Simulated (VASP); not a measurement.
VASP input:

File KPOINTS:
```
Automatic mesh
0
Gamma
6 6 6
0 0 0
```

**POSCAR**
```
HgTe
1
    0.0000000000     3.2300000000     3.2300000000
    3.2300000000     0.0000000000     3.2300000000
    3.2300000000     3.2300000000     0.0000000000
Hg Te
1 1
Direct
  0.0000000000   0.0000000000   0.0000000000
  0.2500000000   0.2500000000   0.2500000000
```

**INCAR**
```
SYSTEM = HgTe
PREC = Accurate
ENCUT = 400
EDIFF = 1E-6
NELM = 60
ALGO = Normal
LREAL = .FALSE.
LASPH = .TRUE.
ISMEAR = 0
SIGMA = 0.05
GGA = PE
LMAXMIX = 6
LWAVE = .FALSE.
LCHARG = .FALSE.
ISIF = 2
IMIX = 1
AMIX = 1.2
BMIX = 0.0001
```

POTCAR, in this order: Hg Te (PBE.64 set). Program: vasp_std.

The run wrote:

File standard output:
```
...
DAV:  21    -0.157567507352E+04    0.49330E+03   -0.18089E+04   712   0.670E+02    0.168E+03
DAV:  22    -0.208540248820E+04   -0.50973E+03   -0.29359E+04   832   0.713E+02    0.161E+03
DAV:  23    -0.157770492254E+04    0.50770E+03   -0.18209E+04   744   0.669E+02    0.158E+03
DAV:  24    -0.212133677002E+04   -0.54363E+03   -0.30084E+04   832   0.739E+02    0.151E+03
DAV:  25    -0.155526429860E+04    0.56607E+03   -0.17810E+04   744   0.655E+02    0.148E+03
DAV:  26    -0.212228560697E+04   -0.56702E+03   -0.30190E+04   832   0.749E+02    0.141E+03
DAV:  27    -0.154656655073E+04    0.57572E+03   -0.17819E+04   800   0.635E+02    0.137E+03
DAV:  28    -0.215881808040E+04   -0.61225E+03   -0.30642E+04   832   0.767E+02    0.137E+03
DAV:  29    -0.155023672686E+04    0.60858E+03   -0.17764E+04   792   0.638E+02    0.136E+03
DAV:  30    -0.216441491591E+04   -0.61418E+03   -0.30706E+04   827   0.766E+02    0.134E+03
DAV:  31    -0.155520606447E+04    0.60921E+03   -0.17911E+04   816   0.633E+02    0.133E+03
DAV:  32    -0.219125087912E+04   -0.63604E+03   -0.31194E+04   832   0.783E+02    0.130E+03
DAV:  33    -0.154630779384E+04    0.64494E+03   -0.17722E+04   824   0.624E+02    0.129E+03
DAV:  34    -0.218290971020E+04   -0.63660E+03   -0.31104E+04   832   0.783E+02    0.128E+03
DAV:  35    -0.152962204355E+04    0.65329E+03   -0.17505E+04   816   0.620E+02    0.127E+03
DAV:  36    -0.215975887150E+04   -0.63014E+03   -0.30755E+04   822   0.763E+02    0.129E+03
DAV:  37    -0.155057329013E+04    0.60919E+03   -0.17912E+04   816   0.629E+02    0.131E+03
DAV:  38    -0.217730106152E+04   -0.62673E+03   -0.31029E+04   832   0.776E+02    0.128E+03
DAV:  39    -0.151728414816E+04    0.66002E+03   -0.17121E+04   792   0.614E+02    0.128E+03
DAV:  40    -0.215760221503E+04   -0.64032E+03   -0.30671E+04   832   0.772E+02    0.132E+03
DAV:  41    -0.154587279192E+04    0.61173E+03   -0.17619E+04   792   0.636E+02    0.134E+03
DAV:  42    -0.216027424390E+04   -0.61440E+03   -0.30674E+04   832   0.762E+02    0.134E+03
DAV:  43    -0.154397406801E+04    0.61630E+03   -0.17620E+04   800   0.632E+02    0.134E+03
DAV:  44    -0.217319177013E+04   -0.62922E+03   -0.30875E+04   827   0.768E+02    0.133E+03
DAV:  45    -0.154668342261E+04    0.62651E+03   -0.17719E+04   808   0.631E+02    0.132E+03
DAV:  46    -0.216913888586E+04   -0.62246E+03   -0.30682E+04   832   0.770E+02    0.134E+03
DAV:  47    -0.155398472504E+04    0.61515E+03   -0.17741E+04   792   0.639E+02    0.135E+03
DAV:  48    -0.215596069273E+04   -0.60198E+03   -0.30606E+04   832   0.753E+02    0.133E+03
DAV:  49    -0.153449394662E+04    0.62147E+03   -0.17515E+04   792   0.630E+02    0.131E+03
DAV:  50    -0.214548467031E+04   -0.61099E+03   -0.30496E+04   827   0.759E+02    0.132E+03
DAV:  51    -0.154712657441E+04    0.59836E+03   -0.17907E+04   816   0.630E+02    0.132E+03
DAV:  52    -0.217016487251E+04   -0.62304E+03   -0.30944E+04   832   0.781E+02    0.129E+03
DAV:  53    -0.153451779298E+04    0.63565E+03   -0.17493E+04   816   0.618E+02    0.127E+03
DAV:  54    -0.219698540817E+04   -0.66247E+03   -0.31215E+04   822   0.781E+02    0.130E+03
DAV:  55    -0.155331209681E+04    0.64367E+03   -0.17819E+04   808   0.639E+02    0.132E+03
DAV:  56    -0.215576376311E+04   -0.60245E+03   -0.30628E+04   832   0.754E+02    0.131E+03
DAV:  57    -0.153313032132E+04    0.62263E+03   -0.17480E+04   808   0.625E+02    0.131E+03
DAV:  58    -0.217057196209E+04   -0.63744E+03   -0.30908E+04   827   0.779E+02    0.130E+03
DAV:  59    -0.154543654653E+04    0.62514E+03   -0.17903E+04   832   0.624E+02    0.129E+03
DAV:  60    -0.217216185448E+04   -0.62673E+03   -0.31026E+04   822   0.784E+02

 -----------------------------------------------------------------------------
|                                                                             |
|           W    W    AA    RRRRR   N    N  II  N    N   GGGG   !!!           |
|           W    W   A  A   R    R  NN   N  II  NN   N  G    G  !!!           |
|           W    W  A    A  R    R  N N  N  II  N N  N  G       !!!           |
|           W WW W  AAAAAA  RRRRR   N  N N  II  N  N N  G  GGG   !            |
|           WW  WW  A    A  R   R   N   NN  II  N   NN  G    G                |
|           W    W  A    A  R    R  N    N  II  N    N   GGGG   !!!           |
|                                                                             |
|     The electronic self-consistency was not achieved in the given           |
|     number of steps (NELM). The forces and other quantities evaluated       |
|     might not be reliable so examine the results carefully. If you find     |
|     spurious results, we suggest increasing NELM, if you were close to      |
|     convergence or switching to a different ALGO or adjusting the           |
|     density mixing parameters otherwise.                                    |
|                                                                             |
 -----------------------------------------------------------------------------

   1 F= -.21721619E+04 E0= -.21721619E+04  d E =-.544305E-37
```

File OUTCAR:
```
------------------------ aborting loop EDIFF was not reached (unconverged)  ----------------------------
  FORCE on cell =-STRESS in cart. coord.  units (eV):
  Direction    XX          YY          ZZ          XY          YZ          ZX
  --------------------------------------------------------------------------------------
  Total      940.6842372    940.6842372    940.6842372      0.0000000      0.0000000      0.0000000
  in kB    22362.3214750  22362.3214750  22362.3214750      0.0000000      0.0000000      0.0000000
  external PRESSURE =   22362.3214750 kB  Pullay stress =       0.0000000 kB
  volume of cell :       67.40
      direct lattice vectors                 reciprocal lattice vectors
     0.000000000  3.230000000  3.230000000    -0.154798762  0.154798762  0.154798762
     3.230000000  0.000000000  3.230000000     0.154798762 -0.154798762  0.154798762
     3.230000000  3.230000000  0.000000000     0.154798762  0.154798762 -0.154798762
 POSITION                                       TOTAL-FORCE (eV/Angst)
 -----------------------------------------------------------------------------------
      0.00000      0.00000      0.00000        -0.000000      0.000000     -0.000000
      1.61500      1.61500      1.61500         0.000000     -0.000000      0.000000
 -----------------------------------------------------------------------------------
    total drift:                                0.000097      0.000097      0.000097
  FREE ENERGIE OF THE ION-ELECTRON SYSTEM (eV)
  ---------------------------------------------------
  free  energy   TOTEN  =     -2172.1618544807 eV

  energy  without entropy=    -2172.1618544807  energy(sigma->0) =    -2172.16185448
```
(Selected blocks of OUTCAR.)

**Question.** Read the log: what went wrong, and how is it fixed?

**Answer.** The cause: simple mixing (IMIX = 1) with AMIX above 1 overshoots. Convergence was not reached. Against the sound run, the energy per atom (σ→0) decreases by 1084.296 eV/atom; the pressure rises by 2232.36 GPa; the band gap goes up by 10.68 eV. To mend it, remove IMIX, remove AMIX, remove BMIX.

The mended run (PBE GGA, plane waves, VASP's PBE PAW potentials (set 64)) converges, and its OSZICAR ends with
```
   1 F= -.35697760E+01 E0= -.35695974E+01  d E =-.357089E-03
```

The compound is HgTe in the zinc blende structure. The cell was not relaxed at this level.
